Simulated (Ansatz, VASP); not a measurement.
# Two plane-wave programs on CuAs

Contents of INCAR:

```
SYSTEM = CuAs
PREC = Accurate
ENCUT = 520
EDIFF = 1E-6
ISMEAR = 0
SIGMA = 0.15
LREAL = .FALSE.
LASPH = .TRUE.
NELM = 100
ALGO = Normal
ISIF = 2
LWAVE = .FALSE.
LCHARG = .TRUE.
LELF = .TRUE.
LVHAR = .TRUE.
NBANDS = 24
```

Contents of KPOINTS:

```
Automatic mesh
0
G
  12 12 8
  0 0 0
```

Contents of POSCAR:

```
CuAs
1.0
    3.5151000000      0.0000000000      0.0000000000
   -1.7575500000      3.0441658968      0.0000000000
    0.0000000000      0.0000000000      5.1171000000
Cu As
2 2
Direct
    0.0000000000      0.0000000000      0.5000000000
    0.0000000000      0.0000000000      0.0000000000
    0.6666666667      0.3333333333      0.7500000000
    0.3333333333      0.6666666667      0.2500000000
```

Input for Ansatz:

```yaml
crystal:
  lattice:
    - [3.5151, 0.0, 0.0]
    - [-1.75755, 3.0441658968, 0.0]
    - [0.0, 0.0, 5.1171]
  atoms:
    - { symbol: Cu, position: [0.0, 0.0, 0.5] }
    - { symbol: Cu, position: [0.0, 0.0, 0.0] }
    - { symbol: As, position: [0.6666666667, 0.3333333333, 0.75] }
    - { symbol: As, position: [0.3333333333, 0.6666666667, 0.25] }
basis:
  ecutwfc: 520.0
kpoints:
  mp_grid: { grid: [12, 12, 8] }
hamiltonian:
  xc: lda
scf:
  occupations: { method: gaussian, width: 0.15 }
output:
  forces: true
  stress: true
  eigenvalues: true
```

Alike in both runs: task single point; functional LDA; k mesh 12 × 12 × 8; occupations gaussian, width 0.15 eV; no spin polarisation.

|  | VASP | Ansatz |
| --- | --- | --- |
| version | VASP 6.6.1 | Ansatz 0.2.0 |
| potentials or method | VASP PAW LDA potentials, release 64 (Cu, As) | scalar-relativistic, plane waves, PAW |
| plane-wave cutoff (eV) | 520 | 520 |
| valence electrons in the cell | 32 | 68 |

|  | VASP | Ansatz | Ansatz less VASP |
| --- | --- | --- | --- |
| gap on the k mesh at the Fermi level (eV) | none | none | - |
| pressure (GPa) | 16.3 | 15.6 | -0.77 |
| largest component of the traceless stress (GPa) | 8.67 | 8.75 | +0.077 |

A gap of «none» marks a metal or a gap that the smearing closes. The two sets of potentials don't hold the same shells in valence.

Caveats: so large a pressure means that the cell lies far from this level's equilibrium, or that cutoff or potentials fall short (VASP).
